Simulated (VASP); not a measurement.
Calculation: PBE GGA with D3 dispersion (Becke-Johnson damping), VASP's PBE PAW potentials (set 64) (plane waves; VASP).

Input for VASP

POSCAR:
```
MgI2
1
    2.0613441916    -3.5703524544     0.0000000000
    2.0613441916     3.5703524544     0.0000000000
    0.0000000000     0.0000000000     6.8758358455
Mg I
1 2
Direct
  0.0000000000   0.0000000000   0.0000000000
  0.3333330000   0.6666670000   0.2435707319
  0.6666670000   0.3333330000   0.7564292681
```

File KPOINTS:
```
Automatic mesh
0
Gamma
6 6 4
0 0 0
```

INCAR:
```
! general
SYSTEM =MgI2
PREC   =Accurate
ENCUT  =520
LREAL  =.FALSE.   ! projection in real space or not
LASPH  =.TRUE.   ! aspherical one-centre terms

! electronic loop
EDIFF  =1E-7   ! SCF stop (eV)
NELM   =100
ALGO   =Normal   ! blocked Davidson
LMAXMIX=4   ! l cut-off of mixed one-centre charges

! smearing
ISMEAR =0   ! Gaussian
SIGMA  =0.05

! functional
GGA    =PE
IVDW   =12

! ions
IBRION =2
NSW    =30
ISIF   =4   ! ions and shape, fixed volume
EDIFFG =-0.01   ! ionic stop

! output
LWAVE  =.FALSE.
LCHARG =.FALSE.
```

POTCAR, in this order: Mg I (PBE.64 set). Program: vasp_std.

Output

**OSZICAR**
```
       N       E                     dE             d eps       ncg     rms          rms(c)
DAV:   1     0.837140556115E+02    0.83714E+02   -0.58480E+03   576   0.105E+03
DAV:   2    -0.145729939309E+01   -0.85171E+02   -0.78673E+02   844   0.156E+02
DAV:   3    -0.770861496769E+01   -0.62513E+01   -0.62265E+01   744   0.503E+01
DAV:   4    -0.782755298422E+01   -0.11894E+00   -0.11891E+00   756   0.854E+00
DAV:   5    -0.782924467274E+01   -0.16917E-02   -0.16917E-02   716   0.106E+00    0.412E+00
DAV:   6    -0.770902250651E+01    0.12022E+00   -0.14158E-01   636   0.209E+00    0.283E+00
DAV:   7    -0.768655090089E+01    0.22472E-01   -0.14012E-01   660   0.214E+00    0.712E-01
DAV:   8    -0.768466758067E+01    0.18833E-02   -0.96589E-03   648   0.603E-01    0.245E-01
DAV:   9    -0.768482111838E+01   -0.15354E-03   -0.95925E-04   724   0.225E-01    0.997E-02
DAV:  10    -0.768480729288E+01    0.13826E-04   -0.32308E-05   684   0.491E-02    0.395E-02
DAV:  11    -0.768481457175E+01   -0.72789E-05   -0.20107E-05   656   0.336E-02    0.333E-02
DAV:  12    -0.768481505917E+01   -0.48742E-06   -0.15365E-06   728   0.754E-03    0.104E-02
DAV:  13    -0.768481503193E+01    0.27240E-07   -0.16783E-08   440   0.121E-03
   1 F= -.86257704E+01 E0= -.86257704E+01  d E =-.862577E+01
       N       E                     dE             d eps       ncg     rms          rms(c)
DAV:   1    -0.768489418840E+01   -0.79129E-04   -0.23037E-03   608   0.275E-01    0.182E-02
DAV:   2    -0.768489457656E+01   -0.38816E-06   -0.84836E-05   632   0.645E-02    0.991E-03
DAV:   3    -0.768489126524E+01    0.33113E-05   -0.30199E-06   700   0.131E-02    0.582E-03
DAV:   4    -0.768488981805E+01    0.14472E-05   -0.31909E-06   692   0.112E-02    0.149E-03
DAV:   5    -0.768488980708E+01    0.10974E-07   -0.35823E-07   600   0.372E-03
   2 F= -.86258209E+01 E0= -.86258209E+01  d E =-.505155E-04
       N       E                     dE             d eps       ncg     rms          rms(c)
DAV:   1    -0.768509471986E+01   -0.20490E-03   -0.20653E-02   576   0.823E-01    0.565E-02
DAV:   2    -0.768509723626E+01   -0.25164E-05   -0.75618E-04   632   0.192E-01    0.277E-02
DAV:   3    -0.768506821137E+01    0.29025E-04   -0.27667E-05   700   0.394E-02    0.161E-02
DAV:   4    -0.768505727289E+01    0.10938E-04   -0.27909E-05   688   0.330E-02    0.436E-03
DAV:   5    -0.768505751435E+01   -0.24146E-06   -0.31403E-06   644   0.110E-02    0.389E-03
DAV:   6    -0.768505748949E+01    0.24864E-07   -0.12089E-07   436   0.267E-03
   3 F= -.86259154E+01 E0= -.86259154E+01  d E =-.145044E-03
```

File OUTCAR:
```
------------------------ aborting loop because EDIFF is reached ----------------------------------------
 Edisp (eV)   -0.94086
  FORCE on cell =-STRESS in cart. coord.  units (eV):
  Direction    XX          YY          ZZ          XY          YZ          ZX
  --------------------------------------------------------------------------------------
  Total      -0.04625    -0.04625    -0.06512     0.00000    -0.00000     0.00000
  in kB      -0.73218    -0.73218    -1.03093     0.00000    -0.00000     0.00000
  external pressure =       -0.83 kB  Pullay stress =        0.00 kB
  volume of cell :      101.21
      direct lattice vectors                 reciprocal lattice vectors
     2.063024317 -3.573262516 -0.000000000     0.242362630 -0.139928146  0.000000000
     2.063024317  3.573262516  0.000000000     0.242362630  0.139928146  0.000000000
     0.000000000  0.000000000  6.864641058     0.000000000 -0.000000000  0.145674041
 POSITION                                       TOTAL-FORCE (eV/Angst)
 -----------------------------------------------------------------------------------
      0.00000      0.00000      0.00000         0.000000      0.000000     -0.000000
      2.06302      1.19109      1.67592         0.000000     -0.000000      0.004512
      2.06302     -1.19109      5.18872        -0.000000     -0.000000     -0.004512
 -----------------------------------------------------------------------------------
    total drift:                                0.000000      0.000000      0.000000
  FREE ENERGIE OF THE ION-ELECTRON SYSTEM (eV)
  ---------------------------------------------------
  free  energy   TOTEN  =        -8.6259154007 eV

  energy  without entropy=       -8.6259154007  energy(sigma->0) =       -8.62591540

 reached required accuracy - stopping structural energy minimisation
```
(Selected blocks of OUTCAR.)

**CONTCAR**
```
MgI2
   1.00000000000000
     2.0630243165332649   -3.5732625158320186   -0.0000000000000000
     2.0630243165332649    3.5732625158320186    0.0000000000000000
     0.0000000000000000    0.0000000000000000    6.8646410581951054
  Mg              I
     1     2
Direct
     0.0000000000000000    0.0000000000000000    0.0000000000000000
     0.3333330000000032    0.6666669999999968    0.2441387031465757
     0.6666669999999968    0.3333330000000032    0.7558612968534243
```

**OUTCAR**
```
 val. band max:        2.4155498234   @ k =   0.0000   0.0000   0.0000

 cond. band min:       5.9597791716   @ k =   0.5000  -0.0000   0.2500


 Fermi energy:         2.6741824913

 k-point     1 :       0.0000    0.0000    0.0000
  band No.  band energies     occupation
      1      -9.6889      2.00000
      2      -8.9702      2.00000
      3      -1.1816      2.00000
      4       2.0071      2.00000
      5       2.0071      2.00000
      6       2.3893      2.00000
      7       2.3893      2.00000
      8       2.4155      2.00000
      9       6.1820      0.00000
     10       7.2440      0.00000
     11       9.1793      0.00000
     12       9.1793      0.00000

 k-point     2 :       0.1667   -0.0000    0.0000
  band No.  band energies     occupation
      1      -9.5427      2.00000
      2      -8.8936      2.00000
      3      -0.9797      2.00000
      4       0.9901      2.00000
      5       1.5032      2.00000
      6       1.6909      2.00000
      7       2.3167      2.00000
      8       2.3261      2.00000
      9       7.0590      0.00000
     10       7.8645      0.00000
     11       8.6722      0.00000
     12       9.5392      0.00000

 k-point     3 :       0.3333   -0.0000    0.0000
  band No.  band energies     occupation
      1      -9.1931      2.00000
      2      -8.7575      2.00000
      3      -0.7759      2.00000
      4      -0.2067      2.00000
      5       0.4218      2.00000
      6       1.2409      2.00000
      7       1.9317      2.00000
      8       2.1013      2.00000
      9       6.5122      0.00000
     10       7.9040      0.00000
     11       8.3091      0.00000
     12       9.5308      0.00000

 k-point     4 :       0.5000   -0.0000    0.0000
  band No.  band energies     occupation
      1      -8.9485      2.00000
      2      -8.7350      2.00000
      3      -1.2098      2.00000
      4      -0.4314      2.00000
      5       0.5120      2.00000
      6       1.0570      2.00000
...
```

Unless said otherwise, spin-orbit coupling is left out, though it shifts the bands of the heavy elements here.

The compound is MgI2 in the 1T layered structure. This run relaxes it. Symmetry was kept, so distortions that lower it aren't found.
